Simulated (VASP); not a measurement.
A cell of Gd (hcp) near equilibrium:

```
Gd
1.0
    1.78137    -3.08541     0.00000
    1.78137     3.08541     0.00000
    0.00000     0.00000     5.62692
Gd
2
Cartesian
  1.78137   1.02847   1.40673
  1.78137  -1.02847   4.22019
```

Method: PBEsol GGA, VASP's PBE PAW potentials (set 64) (plane waves; VASP 6.6.1).

The 4f electrons are frozen in the core of the lanthanide potential, so 4f levels, which can set the real gap, and their magnetism are missing.

| run | ΔE (meV/atom) | σxx | σyy | σzz | largest shear component, with its sign (GPa) | largest force (eV/Å) |
|---|---|---|---|---|---|---|
| as it is | 0.0 | 0.06 | 0.06 | -0.09 | 0.00 | 0.000 |
| after one change | 4.3 | -1.37 | -0.59 | -1.56 | 0.00 | 0.014 |
Stress is in GPa, positive when the cell is compressed.

Question: Name the change that produced these shifts.
(A) atom 1 (Gd) moved by 0.200 Å along y
(B) uniaxial strain of -4.0 % along y
(C) isotropic strain of +3.0 %
(D) biaxial strain of +1.5 % in the xz plane

Answer: D, biaxial strain of +1.5 % in the xz plane

The compound is Gd in the hcp structure.
